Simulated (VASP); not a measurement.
Data:

```
CELL_PARAMETERS angstrom
      0.00000     2.65681     2.57034
      2.54963     0.00000     2.57034
      2.54963     2.65681     0.00000
ATOMIC_POSITIONS crystal
  Mg 0.00000 0.00000 0.00000
  S  0.49422 0.50578 0.50578
```

The numbers are results of PBE GGA with D3 dispersion (zero damping), VASP's PBE PAW potentials (set 64) (plane waves; VASP), not measurements. Settings: 400 eV cut-off, 8×8×8 Γ-centred mesh, Gaussian smearing of 0.050 eV, potentials Mg S.

Problem. What does the run give for the energy per atom (σ→0), largest force?

Solution. 
| Item | Result |
|---|---|
| energy per atom (σ→0) | -4.475 eV/atom |
| largest force | 0.120 eV/Å |

Only differences to runs with the same potentials and settings are physical.

The compound is MgS in the rock salt structure. The cell was not relaxed at this level, atoms are displaced from their ideal sites. The run is one of a series of settings (IVDW = 11 against the base run), some of them coarse on purpose.
